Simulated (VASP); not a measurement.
Given:

```
GaN
1.0
    0.00000     2.33635     2.33635
    2.33635     0.00000     2.33635
    2.33635     2.33635     0.00000
Ga N
1 1
Direct
  0.00000   0.00000   0.00000
  0.25000   0.25000   0.25000
```

These are RPBE GGA, VASP's PBE PAW potentials (set 64) (plane waves; VASP) values and carry that method's errors. Numerical set-up: 520 eV cut-off, 10×10×10 Γ-centred mesh, Gaussian smearing of 0.050 eV, potentials Ga_d N.

Estimate the energy per atom (σ→0), pressure, band gap (on the k-mesh) with the smallest direct gap where there is one.

```
Item                                         Result
-----------------------------------  --------------
band gap (on the k-mesh)                    1.08 eV
smallest direct gap (on the k-mesh)         1.08 eV
energy per atom (σ→0)                -5.649 eV/atom
pressure                                  -8.08 GPa
```

Only differences to runs with the same potentials and settings are physical.

The compound is GaN in the zinc blende structure, a metastable form; wurtzite is the usual one. This cell is one point of a volume scan, at 1.06 of the reference volume.
